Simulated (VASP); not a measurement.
# In3GaSb2N2 (Cmm2) in VASP: relaxation of cell and atoms with PBE

Aim: the relaxation of cell and atoms of In3GaSb2N2 with PBE.

Program: VASP 6.6.1. These are calculated values, not measurements. Logs are shortened: lines on timing, memory, paths and dates and some standing lists are left out, and cuts for length are marked.

## Step 1: The crystal as given

The structure is orthorhombic, space group Cmm2 (No. 35). Conventional cell: a = 7.790 Å, b = 7.790 Å, c = 5.510 Å, α = 90.00°, β = 90.00°, γ = 90.00°. Around In (site symmetry 2) lie 2 Sb at 2.39 Å and 2 N at 2.39 Å. In (site symmetry mm2) has 2 N at 2.39 Å and 2 Sb at 2.39 Å as nearest neighbours. Around Ga (site symmetry mm2) lie 2 N at 2.39 Å and 2 Sb at 2.39 Å. Sb (site symmetry m) is surrounded by 3 In at 2.39 Å and 1 Ga at 2.39 Å. N (site symmetry m) is surrounded by 1 Ga at 2.39 Å and 3 In at 2.39 Å.

The cell was built by a generator and needn't be a form met in nature.

## Step 2: Relaxation of cell and atoms, PBE

The input, INCAR:

```
PREC = Normal ; ENCUT = 520
EDIFF = 1E-4 ; ISMEAR = 0
SIGMA = 0.15 ; LREAL = False
LASPH = True ; NELM = 60
ALGO = Fast ; ISIF = 3
LWAVE = False ; LCHARG = False
GGA = PE ; IBRION = 2
NSW = 24 ; EDIFFG = -0.08
```

The input, KPOINTS:

```
regular mesh
0
Gamma
  3 3 3
```

The input, POSCAR:

```
In3GaSb2N2
1.0
    3.8950000000     -3.8950000000      0.0000000000
    3.8950000000      3.8950000000      0.0000000000
    0.0000000000      0.0000000000      5.5100000000
In Ga Sb N
3 1 2 2
Direct
    0.5000000000      0.0000000000      0.5000000000
    0.5000000000      0.5000000000      0.0000000000
    0.0000000000      0.5000000000      0.5000000000
    0.0000000000      0.0000000000      0.0000000000
    0.7500000000      0.2500000000      0.2500000000
    0.2500000000      0.7500000000      0.2500000000
    0.7500000000      0.7500000000      0.7500000000
    0.2500000000      0.2500000000      0.7500000000
```

Potentials or basis: VASP PAW PBE potentials, release 64 (In_d, Ga_d, Sb, N).

Launch:

```bash
cat potpaw_PBE.64/In_d/POTCAR potpaw_PBE.64/Ga_d/POTCAR potpaw_PBE.64/Sb/POTCAR potpaw_PBE.64/N/POTCAR > POTCAR
mpirun -np 1 vasp_std > vasp.out
```

OUTCAR:

```text
PREC = Normal
   ENCUT = 520
   EDIFF = 1E-4
   ISMEAR = 0
   LREAL = False
   LASPH = True
   NELM = 60
   ISIF = 3
   GGA = PE
   IBRION = 2
   NSW = 24
   EDIFFG = -0.08

 ion  position               nearest neighbor table
   1  0.500  0.000  0.500-   5 2.39   6 2.39   7 2.39   8 2.39   3 3.90   3 3.90   3 3.90   3 3.90
                             2 3.90   2 3.90   2 3.90   2 3.90
   2  0.500  0.500  0.000-   5 2.39   6 2.39   7 2.39   8 2.39   1 3.90   3 3.90   1 3.90   3 3.90
                             1 3.90   1 3.90   3 3.90   3 3.90
   3  0.000  0.500  0.500-   5 2.39   6 2.39   7 2.39   8 2.39   1 3.90   1 3.90   1 3.90   1 3.90
                             2 3.90   2 3.90   2 3.90   2 3.90
   4  0.000  0.000  0.000-   5 2.39   6 2.39
   5  0.750  0.250  0.250-   1 2.39   2 2.39   3 2.39   4 2.39
   6  0.250  0.750  0.250-   1 2.39   2 2.39   3 2.39   4 2.39
   7  0.750  0.750  0.750-   1 2.39   2 2.39   3 2.39
   8  0.250  0.250  0.750-   1 2.39   2 2.39   3 2.39

  LATTYP: Found a simple tetragonal cell.
 ALAT       =     5.5083618254
 C/A-ratio  =     1.0002973978

  Lattice vectors:

 A1 = (   3.8950000000,  -3.8950000000,   0.0000000000)
 A2 = (   3.8950000000,   3.8950000000,   0.0000000000)
 A3 = (   0.0000000000,   0.0000000000,   5.5100000000)

Analysis of symmetry for initial positions (statically):
=====================================================================
 Subroutine PRICEL returns:
 Original cell was already a primitive cell.

 Routine SETGRP: Setting up the symmetry group for a
 simple tetragonal supercell.

 Subroutine GETGRP returns: Found  4 space group operations
 (whereof  4 operations were pure point group operations)
 out of a pool of 16 trial point group operations.

The static configuration has the point symmetry C_2v.

Analysis of symmetry for dynamics (positions and initial velocities):
=====================================================================
 Subroutine PRICEL returns:
 Original cell was already a primitive cell.

 Routine SETGRP: Setting up the symmetry group for a
 simple tetragonal supercell.

 Subroutine GETGRP returns: Found  4 space group operations
 (whereof  4 operations were pure point group operations)
 out of a pool of 16 trial point group operations.

The dynamic configuration has the point symmetry C_2v.

 Subroutine INISYM returns: Found  4 space group operations
 (whereof  4 operations are pure point group operations),
 and found     1 'primitive' translations

----------------------------------------------------------------------------------------

                                     Primitive cell

  volume of cell :     167.1847

  direct lattice vectors                    reciprocal lattice vectors
     3.895000000 -3.895000000  0.000000000     0.128369705 -0.128369705  0.000000000
     3.895000000  3.895000000  0.000000000     0.128369705  0.128369705  0.000000000
     0.000000000  0.000000000  5.510000000     0.000000000  0.000000000  0.181488203

  length of vectors
     5.508361825  5.508361825  5.510000000     0.181542177  0.181542177  0.181488203

  position of ions in fractional coordinates (direct lattice)
     0.500000000  0.000000000  0.500000000
     0.500000000  0.500000000  0.000000000
     0.000000000  0.500000000  0.500000000
     0.000000000  0.000000000  0.000000000
     0.750000000  0.250000000  0.250000000
     0.250000000  0.750000000  0.250000000
     0.750000000  0.750000000  0.750000000
     0.250000000  0.250000000  0.750000000

  ion indices of the primitive-cell ions
   primitive index   ion index
                 1           1
                 2           2
                 3           3
                 4           4
                 5           5
                 6           6
                 7           7
                 8           8

----------------------------------------------------------------------------------------

 KPOINTS: regular mesh

Automatic generation of k-mesh.
 Grid dimensions read from file:
 generate k-points for:    3    3    3

 Generating k-lattice:

  Cartesian coordinates                     Fractional coordinates (reciprocal lattice)
     0.042789902 -0.042789902  0.000000000     0.333333333  0.000000000  0.000000000
     0.042789902  0.042789902  0.000000000     0.000000000  0.333333333  0.000000000
     0.000000000  0.000000000  0.060496068     0.000000000  0.000000000  0.333333333

  Length of vectors
     0.060514059  0.060514059  0.060496068

  Shift w.r.t. Gamma in fractional coordinates (k-lattice)
     0.000000000  0.000000000  0.000000000

 Subroutine IBZKPT returns following result:
 ===========================================

 Found      8 irreducible k-points:

 Following reciprocal coordinates:
            Coordinates               Weight
  0.000000  0.000000  0.000000      1.000000
  0.333333  0.000000  0.000000      4.000000
  0.333333  0.333333  0.000000      2.000000
 -0.333333  0.333333  0.000000      2.000000
  0.000000  0.000000  0.333333      2.000000
  0.333333  0.000000  0.333333      8.000000
  0.333333  0.333333  0.333333      4.000000
 -0.333333  0.333333  0.333333      4.000000
   k-points           NKPTS =      8   k-points in BZ     NKDIM =      8   number of bands    NBANDS=     43
   number of dos      NEDOS =    301   number of ions     NIONS =      8
   total plane-waves  NPLWV =  32768
   dimension x,y,z NGX =    32 NGY =   32 NGZ =   32
   dimension x,y,z NGXF=    64 NGYF=   64 NGZF=   64
   ions per type =               3   1   2   2
   NGX,Y,Z   is equivalent  to a cutoff of   9.66,  9.66,  9.65 a.u.
   NGXF,Y,Z  is equivalent  to a cutoff of  19.32, 19.32, 19.31 a.u.
 SYSTEM =  unknown system
   PREC   = normal    normal or accurate (medium, high low for compatibility)
   ISTART =      0    job   : 0-new  1-cont  2-samecut
   ICHARG =      2    charge: 1-file 2-atom 10-const
   ISPIN  =      1    spin polarized calculation?
   LNONCOLLINEAR =      F non collinear calculations
   LSORBIT =      F    spin-orbit coupling
   LASPH  =      T    aspherical Exc in radial PAW
   ENCUT  =  520.0 eV  38.22 Ry    6.18 a.u.  10.24 10.24 10.24*2*pi/ulx,y,z
   NELM   =     60;   NELMIN=  2; NELMDL= -5     # of ELM steps
   EDIFF  = 0.1E-03   stopping-criterion for ELM
   LREAL  =      F    real-space projection
   EDIFFG = -.8E-01   stopping-criterion for IOM
   NSW    =     24    number of steps for IOM
   IBRION =      2    ionic relax: 0-MD 1-quasi-New 2-CG
   NFREE  =      1    steps in history (QN), initial steepest desc. (CG)
   ISIF   =      3    stress and relaxation
   ISYM   =      2    0-nonsym 1-usesym 2-fastsym
   POTIM  = 0.5000    time-step for ionic-motion
   TEBEG  =    0.0;   TEEND  =   0.0 temperature during run
   PSTRESS=    0.0 pullay stress
   NELECT =      72.0000    total number of electrons
   NUPDOWN=      -1.0000    fix difference up-down
   EMIN   =  10.00;   EMAX   =-10.00  energy-range for DOS
   EFERMI =   0.00;   METHOD = LEGACY
   ISMEAR =     0;   SIGMA  =   0.15  broadening in eV -4-tet -1-fermi 0-gaus
   EFERMI_NEDOS =   21; number of points for ismear=-14 and -15
   IALGO  =     68    algorithm
   IMIX   =      4    mixing-type and parameters
     AMIX     =   0.40;   BMIX     =  1.00
     AMIX_MAG =   1.60;   BMIX_MAG =  1.00
  volume/ion in A,a.u.               =      20.90       141.03
  Fermi-wavevector in a.u.,A,eV,Ry     =   1.236289  2.336248 20.795302  1.528412
  Thomas-Fermi vector in A             =   2.370904
   LORBIT       =      0    0 simple, 1 ext, 2 COOP (PROOUT), +10 PAW based schemes
   GGA     = PE    functional components
   LHFCALC =     F    Hartree Fock is set to
   AEXX    =    0.0000 exact exchange contribution
   IVDW    =     0    specifies the selected vdW correction
   LEPSILON=     F    determine dielectric tensor
   LRPA    =     F    only Hartree local field effects (RPA)
 conjugate gradient relaxation of ions
 non-spin polarized calculation
 RMM-DIIS sequential band-by-band and
 Gauss-broadening in eV      SIGMA  =   0.15
  energy-cutoff  :      520.00
  volume of cell :      167.18
 maximum number of plane-waves:      4506
   NGX = 21   NGY = 21   NGZ = 21

--------------------------------------- Ionic step        1  -------------------------------------------

 number of electron      71.9999896 magnetization

 Free energy of the ion-electron system (eV)
  ---------------------------------------------------
  ext. energy  EPLUGINS =         0.00000000
  ---------------------------------------------------
  free energy    TOTEN  =       -26.87550469 eV

  energy without entropy =      -26.86856805  energy(sigma->0) =      -26.87203637

 E-fermi :   6.8175     XC(G=0): -10.0444

 val. band max:        6.7727934457   @ k =   0.0000   0.0000   0.0000
 cond. band min:       6.8476306737   @ k =   0.0000   0.0000   0.0000
 fundamental gap:      0.0748372280
 Fermi energy:         6.8175247329

 k-point     1 :       0.0000    0.0000    0.0000
  band No.  band energies     occupation
      1      -8.7085      2.00000
      2      -8.5278      2.00000
      3      -8.2956      2.00000
      4      -8.2839      2.00000
      5      -8.2836      2.00000
      6      -8.2602      2.00000
[... 396 lines left out ...]
  energy  without entropy=      -26.8685680503  energy(sigma->0) =      -26.87203637

--------------------------------------- Ionic step        2  -------------------------------------------

 number of electron      71.9999940 magnetization

 E-fermi :   3.0535     XC(G=0):  -8.3552

 val. band max:        3.0350376725   @ k =  -0.3333   0.3333   0.3333
 cond. band min:       3.0543192989   @ k =   0.0000   0.0000   0.0000
 fundamental gap:      0.0192816264
 Fermi energy:         3.0534669515

 k-point     1 :       0.0000    0.0000    0.0000
  band No.  band energies     occupation
      1     -11.6897      2.00000
      2     -11.6501      2.00000
      3     -11.6443      2.00000
      4     -11.6369      2.00000
      5     -11.6139      2.00000
      6     -11.2955      2.00000
[... 434 lines left out ...]
  FREE ENERGIE OF THE ION-ELECTRON SYSTEM (eV)
  ---------------------------------------------------
  free  energy   TOTEN  =       -31.9586338821 eV

  energy  without entropy=      -31.9475433142  energy(sigma->0) =      -31.95308860

[... ionic steps 4 to 18 ...]

--------------------------------------- Ionic step       19  -------------------------------------------

 number of electron      71.9999993 magnetization

------------------------ aborting loop because EDIFF is reached ----------------------------------------

  FORCE on cell =-STRESS in cart. coord.  units (eV):
  Direction    XX          YY          ZZ          XY          YZ          ZX
  --------------------------------------------------------------------------------------
  -------------------------------------------------------------------------------------
  Total        0.1861266     -0.3120193      0.5380533      0.0000000      0.0000000      0.0000000
  in kB        1.6059100     -2.6921189      4.6423523      0.0000000      0.0000000      0.0000000
  external PRESSURE =       1.1853811 kB  Pullay stress =       0.0000000 kB
[... 69 lines left out ...]
  energy  without entropy=      -33.5865771473  energy(sigma->0) =      -33.59990033

--------------------------------------- Ionic step       21  -------------------------------------------

 number of electron      72.0000033 magnetization

 Free energy of the ion-electron system (eV)
  ---------------------------------------------------
  ext. energy  EPLUGINS =         0.00000000
  ---------------------------------------------------
  free energy    TOTEN  =       -33.61587196 eV

  energy without entropy =      -33.58934298  energy(sigma->0) =      -33.60260747

 E-fermi :   6.1667     XC(G=0):  -9.6833

 val. band max:        6.1374563355   @ k =   0.3333   0.3333   0.0000
 cond. band min:       6.4088496368   @ k =  -0.3333   0.3333   0.0000
 fundamental gap:      0.2713933013
 Fermi energy:         6.1667281195

 k-point     1 :       0.0000    0.0000    0.0000
  band No.  band energies     occupation
      1      -9.7722      2.00000
      2      -9.6954      2.00000
      3      -8.9736      2.00000
      4      -8.9071      2.00000
      5      -8.8622      2.00000
      6      -8.7918      2.00000
[... 392 lines left out ...]
  FREE ENERGIE OF THE ION-ELECTRON SYSTEM (eV)
  ---------------------------------------------------
  free  energy   TOTEN  =       -33.6158719606 eV

  energy  without entropy=      -33.5893429815  energy(sigma->0) =      -33.60260747

 reached required accuracy - stopping structural energy minimisation
```

It took 9.7 min on 1 thread of Intel Xeon Platinum 8488C (Sapphire Rapids), shared host; peak memory 0.22 GiB.

What came out:

```yaml
Free_energy: -33.6159 eV
Relaxed_volume: 23.21 Å³/atom
Relaxed_cell: a = 5.428 Å, b = 5.428 Å, c = 6.318 Å, α = 90.00°, β = 90.00°, γ = 94.00°
Space_group_after_relaxing_to_0.05_Å: Cmm2 (No. 35)
Energy_gained_by_relaxing: 842.5 meV/atom
Ionic_steps: 21
Pressure_after_relaxing: 0.3 GPa
Largest_force_after_relaxing: 0.076 eV/Å
Band_gap_on_the_k_mesh: none (metal or under the smearing width)
```

Forces in eV/Å, atoms in the order of the input:
```
In   0.000  0.000  0.016
In   0.000  0.000  0.013
In   0.000  0.000  0.016
Ga   0.000  0.000 -0.052
Sb   0.000 -0.076  0.003
Sb   0.000  0.076  0.003
N   -0.029  0.000  0.000
N    0.029  0.000  0.000
```

Stress tensor (GPa, compression positive):
```
0.50 0.00 0.00
0.00 0.07 0.00
0.00 0.00 0.28
```

The path:
```csv
step,energy change (eV),largest force (eV/Å),pressure (GPa),volume (Å³)
1,0.0000,7.4428,22.26,167.18
2,-3.8323,0.5816,-8.84,247.62
3,-5.0831,1.6797,-4.12,212.24
4,-5.0867,1.7618,-4.01,210.98
5,-5.0846,1.8430,-3.42,209.29
6,-5.7691,1.3480,-1.45,197.11
7,-6.1240,0.8349,3.43,181.77
8,-6.4776,0.6796,-0.13,187.70
9,-6.5009,0.7034,-0.70,189.59
10,-6.6162,0.5013,-0.02,187.52
11,-6.6304,0.6357,0.26,186.71
12,-6.6945,0.1998,-0.24,187.70
13,-6.7096,0.1209,-0.56,188.19
14,-6.7025,0.5401,-0.92,189.15
15,-6.7127,0.1635,-0.52,188.44
16,-6.7111,0.3671,-0.78,188.80
17,-6.7129,0.1952,-0.55,188.57
18,-6.7283,0.2331,0.14,185.57
19,-6.7283,0.2207,0.12,185.69
20,-6.7377,0.0996,0.29,185.70
21,-6.7404,0.0762,0.28,185.69
```

Final structure:
```yaml
crystal:
  lattice:
    - [3.70182, -3.96988, 0.00000]
    - [3.70182, 3.96988, 0.00000]
    - [0.00000, 0.00000, 6.31794]
  atoms:
    - { symbol: In, position: [0.50000, 0.00000, 0.58485] }
    - { symbol: In, position: [0.50000, 0.50000, 0.93142] }
    - { symbol: In, position: [0.00000, 0.50000, 0.58485] }
    - { symbol: Ga, position: [0.00000, 0.00000, 0.91643] }
    - { symbol: Sb, position: [0.76497, 0.23503, 0.23480] }
    - { symbol: Sb, position: [0.23503, 0.76497, 0.23480] }
    - { symbol: N, position: [0.76772, 0.76772, 0.75643] }
    - { symbol: N, position: [0.23228, 0.23228, 0.75643] }
```

Levels at points of the mesh, in eV from the Fermi level:
```
           k point  band 34  band 35  band 36  band 37  band 38  band 39
(0.00, 0.00, 0.00)    -2.20    -1.28    -0.49     0.25     0.92     1.12
```

Caveat: the k mesh is coarse (spacing up to 0.38 Å⁻¹), so the values aren't converged; the relaxation stopped at a loose force limit of 0.08 eV/Å, so its end isn't a converged minimum.
